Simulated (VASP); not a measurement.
Shape and ions are relaxed at each volume.

Input:

```cif
data_Hf2
_chemical_formula_sum 'Hf2'
_space_group_name_H-M_alt 'P 1'
_space_group_IT_number 1
_cell_length_a 3.16912
_cell_length_b 3.16912
_cell_length_c 5.00854
_cell_angle_alpha 90.000
_cell_angle_beta 90.000
_cell_angle_gamma 120.000
loop_
_space_group_symop_operation_xyz
  'x, y, z'
loop_
_atom_site_label
_atom_site_type_symbol
_atom_site_fract_x
_atom_site_fract_y
_atom_site_fract_z
_atom_site_occupancy
Hf1 Hf 0.33333 0.66667 0.25000 1
Hf2 Hf 0.66667 0.33333 0.75000 1
```

These are PBE GGA with D3 dispersion (Becke-Johnson damping), VASP's PBE PAW potentials (set 64) (plane waves; VASP) values and carry that method's errors. Run with 520 eV cut-off, 13×13×7 Γ-centred mesh, first-order Methfessel-Paxton smearing of 0.10 eV, potentials Hf_pv.

### Question
Give the energy at these volumes per atom, relative to the lowest: 20.47, 21.12, 21.78, 22.43, 23.08 Å³.

### Answer
30.4, 7.3, 0.0, 6.6, 25.4 meV/atom. A third-order Birch-Murnaghan fit gives B0 = 113 GPa and B0′ = 3.1.

Measured: bulk modulus 110 GPa at 0 K (computed value off by +3.4 %), as given by Vázquez-Parga, Fernández-Martínez, Viñes, J. Chem. Theory Comput. (2023), doi:10.1021/acs.jctc.3c00612, Supporting … [zero-point energy and finite temperature contributions removed].

The compound is Hf in the hcp structure. It was relaxed first.
